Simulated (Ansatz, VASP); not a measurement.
## Cross-check of Be48H95 (V_H1) between VASP and Ansatz

One calculation is typed for both programs; each brings its own data sets. How far apart do they land? The structure shown is the start of the Ansatz relaxation below; VASP solves that cell, so the two are compared at the walk's first step.

Method: plane waves, with VASP 6.6.1 beside it; single point at PBEsol, in Ansatz 0.2.0.

### 1. Starting point

The cell holds 143 atoms: 48 Be and 95 H. Its edges and angles: a = 12.225 Å, b = 12.225 Å, c = 12.225 Å, α = 141.9°, β = 88.5°, γ = 103.9°. It derives from BeH2 (BeH2 (Ibam)). Nearest the centre at fractional (0.622, 0.447, 0.415): Be27 at 1.42 Å, Be25 at 1.46 Å, H121 at 2.14 Å, H114 at 2.30 Å, H52 at 2.35 Å, H102 at 2.40 Å, H107 at 2.41 Å, H105 at 2.47 Å.

### 2. Ansatz: relaxation, PBEsol

Ansatz runs on its default PAW (the set named soft_2) files.

The two programs are compared at the cell with which this relaxation starts, whose forces are those of its first step.

Input file input.yaml:

```yaml
crystal:
  lattice:
    - [-1.99666308, 4.37867977, 3.76888608]
    - [1.99666308, -4.37867977, 3.76888608]
    - [1.99666308, 4.37867977, -3.76888608]
  atoms:
    - { symbol: Be, position: [0.25, 0.75, 0.5] }
    - { symbol: Be, position: [0.75, 0.25, 0.5] }
    - { symbol: Be, position: [0.1680935, 0.61872527, 0.78681877] }
    - { symbol: Be, position: [0.6680935, 0.88127473, 0.54936823] }
    - { symbol: Be, position: [0.3319065, 0.11872527, 0.45063177] }
    - { symbol: Be, position: [0.8319065, 0.38127473, 0.21318123] }
    - { symbol: H, position: [0.56444467, 0.39463165, 0.65108562] }
    - { symbol: H, position: [0.25645397, 0.08664095, 0.65108562] }
    - { symbol: H, position: [0.75645397, 0.10536835, 0.16981302] }
    - { symbol: H, position: [0.93555533, 0.58664095, 0.83018698] }
    - { symbol: H, position: [0.68027086, 0.24110983, 0.92138069] }
    - { symbol: H, position: [0.18027086, 0.25889017, 0.43916103] }
    - { symbol: H, position: [0.31972914, 0.75889017, 0.07861931] }
    - { symbol: H, position: [0.81972914, 0.74110983, 0.56083897] }
    - { symbol: H, position: [0.06444467, 0.41335905, 0.16981302] }
    - { symbol: H, position: [0.24354603, 0.89463165, 0.83018698] }
    - { symbol: H, position: [0.74354603, 0.91335905, 0.34891438] }
    - { symbol: H, position: [0.43555533, 0.60536835, 0.34891438] }
  supercell: [2, 2, 2]
  defects: [{ vacancy: 87 }]
basis:
  ecutwfc: 420
  xc_grid: 2
hamiltonian:
  xc: pbesol
kpoints:
  mp_grid: { grid: [1, 1, 1] }
magnetization:
  spin_polarized: true
  initial_magnetization: 1
  spin_locking: { lock_magnetization: hard }
scf:
  occupations: { method: fermi_dirac, width: 0.01 }
  max_iter: 100
output:
  forces: true
  charged_corrections: { epsilon: [3.63, 3.74, 3.59], static_epsilon: [4.37, 5.16, 5.26] }
relax:
  f_tol: 0.01
  max_steps: 80
  random_displacement: { amplitude: 0.03, seed: 8 }
checkpoint:
  write: "../q0_M1.relax_smeared.run"
  compress: false
  write_wavefunctions: true
  write_every: 100000
```

The run is started by

```console
$ ansatz run input.yaml --threads 4 --pin off --max-ram 7536MiB --backend cpu --events-out ev --progress --plain --runs-dir out
```

Numbers of over 12 decimals in the logs are rounded to 6 here.

The program printed:

```text
Engine: ansatz 0.2.0, x86_64-unknown-linux-gnu
Pseudopotentials: kind: paw
Pseudopotential: Be, paw, valence charge 2, recommended cutoff 420 eV (normal), Be.paw.azcp
Pseudopotential: H, paw, valence charge 1, recommended cutoff 420 eV (normal), H.paw.azcp
Functional definition: PBEsol
  exchange = pbesol_x
  correlation = pbesol_c
Crystal: 143 atoms, lattice volume = 1054.414 Å³
Basis set: ecut = 420 eV, 20653 PW (Γ), exchange–correlation on 180×180×180 points (8 copies of the dense FFT grid, shifted against one another)
Bands: 239, of which v1, the nominal top of the filled ones, is band 96 counted from 1 (95 counted from 0)
Symmetry: 1 space group operations
k-points: 1
Non-local potential: Be, projectors of the file, l = 0: 2, l = 1: 2, l = 2: 1
Non-local potential: H, projectors of the file, l = 0: 2, l = 1: 1
PAW form: soft (Blöchl's): semilocal exchange-correlation on the pseudo side does not see the compensation charge
PAW frozen core: Be, regenerated for the run's functional, and the local potential with it (the file was generated under x = pbe(κ = 0.804, μ = 0.219515), c = pbe(β = 0.066725))
PAW one-centre angular grid: Be, 110 points (default); XC on 64 Gauss nodes
PAW one-centre angular grid: H, 110 points (default); XC on 64 Gauss nodes
Initial density: superposition of atomic densities (chi_scale 0.1, normalization cell, long waves kept (reshape's long-wave potential 0.02 eV rms))
Starting moments: Σ|m| = 1 μB on 143 of 143 sites
Initial wavefunctions: pseudopotential atomic-orbital guess
Functional: x = pbesol(κ = 0.804, μ = 0.123457), c = pbesol(β = 0.046)
SCF iter   1: F=—  HF=-5847.160326 eV  |F-HF|=—  |Δ(HF+E_count)|=         —  Δρ=4.38e-2 (↑4.31e-2 ↓4.38e-2)  dr2=6.82e1  dr2_m=9.46e-2  M=1.000 μB ∫|m|=1.028 μB  β_m=0.30  ethr=3.10e-3  ⟨swp⟩=10.0  Hψ=3308  notcnv=0  defer=35
preconditioner: auto → Resta (q_TF=auto, 2.052 Å⁻¹)  ε∞=2.6  [insulator: Δε(μ)=1.481 eV  Ē_g=12.352 eV  σ=0.010 eV  W_gap=1.00  n_scr=150 (ndim 8)  ℏωp=15.8 eV  f_vac=0.000  D(μ)=0.00/eV (n_scr^D=0)  ε∞_Penn≈2.6]
spin=Collinear: Resta preconditioning applied to the charge; magnetization (m = ρ↑ − ρ↓) channel mixes plain (no charge-response kernel on spin).
SCF iter   2: F=—  HF=-5835.243367 eV  |F-HF|=—  |Δ(HF+E_count)|=    1.19e1  Δρ=3.05e-2 (↑3.00e-2 ↓3.05e-2)  dr2=3.46e1  dr2_m=5.43e-2  M=1.000 μB ∫|m|=1.025 μB  β_m=0.65  ethr=3.10e-3  ⟨swp⟩=3.0  Hψ=753  notcnv=0  defer=233
SCF iter   3: F=—  HF=-5823.498163 eV  |F-HF|=—  |Δ(HF+E_count)|=    1.17e1  Δρ=2.20e-3 (↑2.20e-3 ↓2.15e-3)  dr2=1.21e-1  dr2_m=3.91e-4  M=1.000 μB ∫|m|=1.060 μB  β_m=0.82  ethr=3.10e-3  ⟨swp⟩=2.0  Hψ=585  notcnv=0  defer=246
SCF iter   4: F=—  HF=-5823.588878 eV  |F-HF|=—  |Δ(HF+E_count)|=   9.07e-2  Δρ=4.41e-4 (↑4.41e-4 ↓4.35e-4)  dr2=9.54e-3  dr2_m=2.51e-5  M=1.000 μB ∫|m|=1.063 μB  β_m=0.91  ethr=6.34e-5  ⟨swp⟩=2.5  Hψ=714  notcnv=0  defer=276
SCF iter   5: F=—  HF=-5823.600740 eV  |F-HF|=—  |Δ(HF+E_count)|=   1.19e-2  Δρ=5.79e-5 (↑5.65e-5 ↓5.79e-5)  dr2=1.64e-4  dr2_m=8.53e-7  M=1.000 μB ∫|m|=1.065 μB  β_m=0.96  ethr=5.00e-6  ⟨swp⟩=2.0  Hψ=404  notcnv=0  defer=276
SCF iter   6: F=—  HF=-5823.600895 eV  |F-HF|=—  |Δ(HF+E_count)|=   1.55e-4  Δρ=1.48e-5 (↑1.47e-5 ↓1.48e-5)  dr2=1.73e-5  dr2_m=2.50e-8  M=1.000 μB ∫|m|=1.065 μB  β_m=0.93  ethr=8.58e-8  ⟨swp⟩=2.0  Hψ=394  notcnv=0  defer=276
SCF iter   7: F=-5823.600905 eV  HF=-5823.600904 eV  |F-HF|=3.41e-7  |Δ(HF+E_count)|=   9.20e-6  Δρ=2.65e-6 (↑2.65e-6 ↓2.65e-6)  dr2=3.14e-7  dr2_m=1.92e-9  M=1.000 μB ∫|m|=1.065 μB  ethr=1.31e-9  ⟨swp⟩=3.0  Hψ=868  notcnv=0
SCF 1 converged in 7 iterations: F = -5823.600905 eV  dr2 = 3.14e-7
  greatest PAW one-centre occupation: 0.380 electrons in one spin orbital (limit 2), on the Be atom at site 72 (counted from 0), in its partial waves of l = 0
relax step   1: F+E_penalty+E_count = -5823.60090476 eV  Δ(F+E_penalty+E_count) = +0.000e0 eV  max|allowed force component| = 7.983e-1 eV/Å  Δτ_max = 0.0000 Å  (7 SCF iters, dr2 threshold 2.50e-6 eV, accepted)
Initial density: handed on by an earlier stage of this run
Starting moments: Σ|m| = 1 μB on 143 of 143 sites; this step starts from the density that it was given
Initial wavefunctions: those handed on with the density
iter 1 solved again at ethr=1.02e-4 eV; its pass at ethr=3.10e-3 eV (dr2=1.95e-1 eV) is discarded
SCF iter   1: F=—  HF=-5824.222516 eV  |F-HF|=—  |Δ(HF+E_count)|=         —  Δρ=2.42e-3 (↑2.38e-3 ↓2.42e-3)  dr2=1.97e-1  dr2_m=2.03e-4  M=1.000 μB ∫|m|=1.066 μB  β_m=0.30  ethr=1.02e-4  ⟨swp⟩=1.0  Hψ=1878  notcnv=0  defer=276
preconditioner: auto → Resta (q_TF=auto, 2.052 Å⁻¹)  ε∞=2.7  [insulator: Δε(μ)=2.705 eV  Ē_g=11.966 eV  σ=0.010 eV  W_gap=1.00  n_scr=150 (ndim 8)  ℏωp=15.8 eV  f_vac=0.000  D(μ)=0.00/eV (n_scr^D=0)  ε∞_Penn≈2.7]
spin=Collinear: Resta preconditioning applied to the charge; magnetization (m = ρ↑ − ρ↓) channel mixes plain (no charge-response kernel on spin).
[...]
- { symbol: Be, position: [0.124621, 0.873554, 0.248743] }
    - { symbol: Be, position: [0.374643, 0.624943, 0.249935] }
    - { symbol: Be, position: [0.083519, 0.806718, 0.391557] }
    - { symbol: Be, position: [0.333686, 0.940557, 0.275241] }
    - { symbol: Be, position: [0.165740, 0.557263, 0.223427] }
    - { symbol: Be, position: [0.415699, 0.690925, 0.106996] }
    - { symbol: H, position: [0.281478, 0.695926, 0.324032] }
    - { symbol: H, position: [0.129184, 0.542300, 0.324559] }
    - { symbol: H, position: [0.378040, 0.553363, 0.085468] }
    - { symbol: H, position: [0.467575, 0.793202, 0.414318] }
    - { symbol: H, position: [0.342136, 0.620391, 0.460106] }
    - { symbol: H, position: [0.090055, 0.629317, 0.221288] }
    - { symbol: H, position: [0.161232, 0.882096, 0.039906] }
    - { symbol: H, position: [0.409170, 0.868264, 0.277325] }
    - { symbol: H, position: [0.031002, 0.706913, 0.084742] }
    - { symbol: H, position: [0.119922, 0.943900, 0.412356] }
    - { symbol: H, position: [0.370821, 0.956568, 0.174994] }
    - { symbol: H, position: [0.217742, 0.802171, 0.174750] }
    - { symbol: Be, position: [0.125226, 0.875391, 0.749829] }
    - { symbol: Be, position: [0.374969, 0.623517, 0.748288] }
    - { symbol: Be, position: [0.085025, 0.808307, 0.892374] }
    - { symbol: Be, position: [0.333710, 0.942865, 0.777768] }
    - { symbol: Be, position: [0.166201, 0.557666, 0.723618] }
    - { symbol: Be, position: [0.415707, 0.692228, 0.608080] }
    - { symbol: H, position: [0.282325, 0.695283, 0.824005] }
    - { symbol: H, position: [0.128931, 0.542432, 0.824376] }
    - { symbol: H, position: [0.377910, 0.552699, 0.584173] }
    - { symbol: H, position: [0.468370, 0.790454, 0.911918] }
    - { symbol: H, position: [0.341157, 0.618191, 0.959076] }
    - { symbol: H, position: [0.091435, 0.630888, 0.721886] }
    - { symbol: H, position: [0.159349, 0.880978, 0.539735] }
    - { symbol: H, position: [0.407629, 0.867847, 0.778211] }
    - { symbol: H, position: [0.031996, 0.708775, 0.585524] }
    - { symbol: H, position: [0.121119, 0.945526, 0.913357] }
    - { symbol: H, position: [0.372848, 0.960245, 0.679152] }
    - { symbol: H, position: [0.217882, 0.803719, 0.674297] }
    - { symbol: Be, position: [0.621811, 0.367290, 0.240520] }
    - { symbol: Be, position: [0.875190, 0.124058, 0.249552] }
    - { symbol: Be, position: [0.582711, 0.302804, 0.383992] }
    - { symbol: Be, position: [0.832551, 0.441420, 0.277960] }
    - { symbol: Be, position: [0.665313, 0.054581, 0.221020] }
    - { symbol: Be, position: [0.916132, 0.192596, 0.108738] }
[...]
- { symbol: Be, position: [0.624545, 0.372305, 0.745694] }
    - { symbol: Be, position: [0.874998, 0.124874, 0.749908] }
    - { symbol: Be, position: [0.584428, 0.309241, 0.892452] }
    - { symbol: Be, position: [0.833757, 0.441438, 0.775136] }
    - { symbol: Be, position: [0.665947, 0.058040, 0.723832] }
    - { symbol: Be, position: [0.915698, 0.191672, 0.607439] }
[...]
- { symbol: Be, position: [0.665554, 0.558539, 0.226282] }
    - { symbol: Be, position: [0.915075, 0.690949, 0.107278] }
[...]
- { symbol: Be, position: [0.625399, 0.875461, 0.750827] }
    - { symbol: Be, position: [0.876318, 0.627296, 0.752006] }
    - { symbol: Be, position: [0.584632, 0.808188, 0.891503] }
    - { symbol: Be, position: [0.834432, 0.942742, 0.777239] }
    - { symbol: Be, position: [0.667464, 0.559037, 0.718372] }
    - { symbol: Be, position: [0.916567, 0.693506, 0.609338] }
[...]
- { symbol: H, position: [0.839106, 0.616983, 0.959227] }
    - { symbol: H, position: [0.593023, 0.634156, 0.719137] }
    - { symbol: H, position: [0.658603, 0.880486, 0.539982] }
    - { symbol: H, position: [0.909781, 0.870554, 0.779739] }
    - { symbol: H, position: [0.532062, 0.707766, 0.587100] }
    - { symbol: H, position: [0.621653, 0.948136, 0.915974] }
    - { symbol: H, position: [0.871003, 0.957205, 0.675657] }
    - { symbol: H, position: [0.718552, 0.804088, 0.676862] }
```

### 3. VASP: single point, PBEsol, start cell

The same cell, functional, mesh and smearing now go to VASP, with its own data sets.

Lines of VASP's logs that name or quote its potential files are left out, and so is its time.

Input file INCAR:

```
SYSTEM = Be48H95
PREC = Accurate
ENCUT = 520
EDIFF = 1E-06
NELM = 200
ISMEAR = -1
SIGMA = 0.01
LREAL = Auto
ALGO = Normal
GGA = PS
NBANDS = 195
ISPIN = 2
MAGMOM = 0 -0 0 0 0 -0 0 -0 0 0 0 0 0 0 0 0 0 -0 0 0 0 0 0 0 0.04 -0 0.04 0 0 -0 0 0 0 0 0 0 0 0 -0 -0 0 0 0 0 0 0 -0 0 -0 0 0 0 -0 0 -0 0 0 -0 -0 -0 0 0 0 0 0.01 -0 -0 -0 0 0 0 -0 0 0 0 0 0 0 -0 0 0 0 0 0 0 -0 -0 0 0 0 0 0 0 -0 0 0 -0 0 -0 0 0 0 0 -0 0.01 0 0 0 0 0 0 -0 0 -0 0 0 0 -0 -0 -0 -0 0 0 0 -0 -0 0 0 -0 0 0 -0 0 0 -0 -0 0 -0 0 0 0 0 0
LORBIT = 11
LWAVE = .FALSE.
LCHARG = .FALSE.
ISIF = 2
NUPDOWN = 1
LASPH = .TRUE.
GGA_COMPAT = .FALSE.
```

Input file POSCAR:

```
Be48H95
1.0
   -3.9933261508      8.7573595481      7.5377721599
    3.9933261508     -8.7573595481      7.5377721599
    3.9933261508      8.7573595481     -7.5377721599
Be H
48 95
Direct
    0.1237443580      0.3735602321      0.2467914465
    0.3745785705      0.1240722932      0.2468965045
[... 1 atom line left out ...]
    0.3337003681      0.4379075219      0.2744100548
[... 1 atom line left out ...]
    0.4167697666      0.1943532860      0.1106838088
[... 17 atom lines left out ...]
    0.4145043101      0.6865075650      0.6031741957
    0.6268600340      0.3745035092      0.2481232117
[... 1 atom line left out ...]
    0.5861924786      0.3092273583      0.3921122389
    0.8366198979      0.4422990591      0.2763983395
    0.6663035199      0.0631024772      0.2271804165
[... 11 atom lines left out ...]
    0.6663477156      0.5623722286      0.2259602640
[... 1 atom line left out ...]
    0.6231149996      0.8711934681      0.7473548744
    0.8758517332      0.6242073452      0.7515361886
    0.5836945773      0.8063162425      0.8927044644
    0.8365713386      0.9429711914      0.7768493151
    0.6643736678      0.5574125653      0.7219719749
    0.9164690147      0.6886054894      0.6030492585
    0.2833860572      0.2015076559      0.3284841036
[... 1 atom line left out ...]
    0.3773771934      0.0558676654      0.0869313931
    0.4654113973      0.2908384937      0.4140096448
[... 3 atom lines left out ...]
    0.4090249769      0.3707078367      0.2828536401
[... 8 atom lines left out ...]
    0.3412138241      0.1232480781      0.9646152526
[... 5 atom lines left out ...]
    0.3722379830      0.4533647713      0.6728078733
[... 5 atom lines left out ...]
    0.3390352650      0.6163830857      0.4570051696
[... 5 atom lines left out ...]
    0.3694594416      0.9536045410      0.1716701999
[... 3 atom lines left out ...]
    0.3776848191      0.5507048861      0.5811948120
[... 9 atom lines left out ...]
    0.7797756363      0.1954772367      0.3233117032
    0.6257208292      0.0413489756      0.3234039385
[... 3 atom lines left out ...]
    0.5916375031      0.1270512344      0.2177441720
    0.6595839352      0.3831997535      0.0419432759
    0.9105205643      0.3741084824      0.2818563653
    0.5309368346      0.2064555272      0.0868801287
    0.8740581928      0.4568503130      0.1735500960
    0.7173210613      0.3046451568      0.1740229711
[... 6 atom lines left out ...]
    0.6583445288      0.3798725789      0.5378532177
[... 5 atom lines left out ...]
    0.7836579399      0.7014102964      0.3283444968
    0.6299794244      0.5472863043      0.3285896392
[... 2 atom lines left out ...]
    0.8375537042      0.6196914637      0.4603097550
[... 7 atom lines left out ...]
    0.7842563840      0.6964189822      0.8238997441
    0.6272748417      0.5462678654      0.8286443811
    0.8781585969      0.5488226694      0.5812016559
[... 2 atom lines left out ...]
    0.5920250601      0.6295251157      0.7180072298
    0.6617037887      0.8821658903      0.5428196552
    0.9096983421      0.8743602147      0.7838605089
    0.5347454799      0.7076085797      0.5849728208
    0.6229199777      0.9514848975      0.9179243005
[... 1 atom line left out ...]
    0.7199716117      0.8047703555      0.6772885201
```

Input file KPOINTS:

```
Automatic mesh
0
Gamma
1 1 1
0 0 0
```

The projector-augmented-wave data sets are Be and H (PBE family, release 64).

The run is started by

```console
$ export OMP_NUM_THREADS=3
$ mpirun -np 1 vasp_gam
```

The program printed:

```text
[banner, memory and clock lines left out]
running    1 mpi-ranks, on    1 nodes
[...]
Offloading initialized ...    1 GPUs detected
[...]
|                                                                             |
|               ----> ADVICE to this user running VASP <----                  |
|                                                                             |
|     You enforced a specific xc type in the INCAR file but a different       |
|     [... a line on the potential file left out ...]
|     I HOPE YOU KNOW WHAT YOU ARE DOING!                                     |
|                                                                             |

 LDA part: xc-table for (Slater+PW92), standard interpolation
 POSCAR, INCAR and KPOINTS ok, starting setup
[...]
entering main loop
       N       E                     dE             d eps       ncg     rms          rms(c)
DAV:   1     0.644282284742E+03    0.64428E+03   -0.79086E+04   780   0.856E+02
DAV:   2    -0.386644735471E+03   -0.10309E+04   -0.83155E+03  1136   0.181E+02
DAV:   3    -0.527491700224E+03   -0.14085E+03   -0.13793E+03  1000   0.568E+01
DAV:   4    -0.530508580528E+03   -0.30169E+01   -0.30090E+01   992   0.891E+00
[...]
DAV:  14    -0.504991285274E+03   -0.61904E-05   -0.42351E-06   952   0.433E-03    0.720E-03
DAV:  15    -0.504991291810E+03   -0.65363E-05   -0.46655E-06   864   0.454E-03    0.277E-03
DAV:  16    -0.504991292474E+03   -0.66361E-06   -0.15224E-06   776   0.230E-03
   1 F= -.50499129E+03 E0= -.50499129E+03  d E =-.189842E-11  mag=     1.0000
```

Parts of OUTCAR (step 3):

```text
 magnetization (x)
# of ion       s       p       d       tot
------------------------------------------
    1       -0.000   0.000   0.000   0.000
    2        0.000  -0.000   0.000   0.000
    3        0.000   0.000   0.000   0.000
    4        0.001   0.004   0.000   0.005
    5       -0.000   0.000   0.000   0.000
    6       -0.000  -0.003   0.000  -0.004
[...]
141        0.001  -0.000   0.000   0.001
  142        0.000   0.000   0.000   0.000
  143        0.001   0.000   0.000   0.001
--------------------------------------------------
tot          0.120   0.322   0.000   0.442
```

The run ends at a pressure of 0.45 GPa, with forces up to 0.97 eV/Å.

### 4. Side by side

Known differences besides the potentials themselves: VASP starts from the moments at which Ansatz ended; the cutoff is 420 eV in Ansatz and 520 eV in VASP (PREC = Accurate, projectors in real space); Ansatz makes its cores anew for this functional, VASP keeps those of its PBE data sets. Total energies have different zeros and are not compared.

Forces on 10 of the 143 atoms, those with the largest forces and the largest differences (eV/Å; atoms numbered as in POSCAR):

```tsv
atom	Ansatz x, y, z	VASP x, y, z
Be7	0.643, -0.234, -0.313	0.645, -0.235, -0.314
Be8	-0.643, -0.007, -0.208	-0.645, -0.007, -0.209
Be13	0.465, 0.532, 0.259	0.466, 0.533, 0.259
Be22	0.678, 0.059, 0.117	0.680, 0.058, 0.119
Be25	0.272, -0.337, -0.142	0.283, -0.332, -0.148
Be27	-0.214, -0.381, -0.425	-0.210, -0.390, -0.415
Be29	-0.798, 0.199, -0.500	-0.801, 0.200, -0.501
Be32	0.128, 0.673, 0.224	0.130, 0.675, 0.224
H108	0.218, -0.165, -0.180	0.231, -0.165, -0.177
H139	-0.640, 0.232, 0.031	-0.636, 0.242, 0.030
```

The forces differ by 5.7 meV/Å r.m.s., which is 2.5 % of the r.m.s. force of 0.228 eV/Å (both taken over all components). Moments aren't recorded for both runs of this pair, so they may hold unlike magnetic states.

### 5. Results

| Property | Result |
| --- | --- |
| r.m.s. force difference (single point, PBEsol, start cell) | 2.5 % of the r.m.s. force |

In words: The r.m.s. force difference is 2.5 % of the r.m.s. force (single point, PBEsol, start cell), within the 3 % picked in this series as the mark of a large difference. 1 further run of this series is not shown here. Such differences can come from data sets, numerical settings and the points named under the comparisons, not from the functional's error against experiment.

[Lines on the potential files, build, host, timing and source positions are cut from VASP's logs without a mark.]

[Logs are printed without paths, hosts, clocks, repeated set-up lines and the standing remarks that a program may print on its own settings, such as how far it seeks lower states.]

[Hosts, paths, dates, database ids (printed as entryN), source tags and the programs' standing remarks are cut or masked in the printed files.]
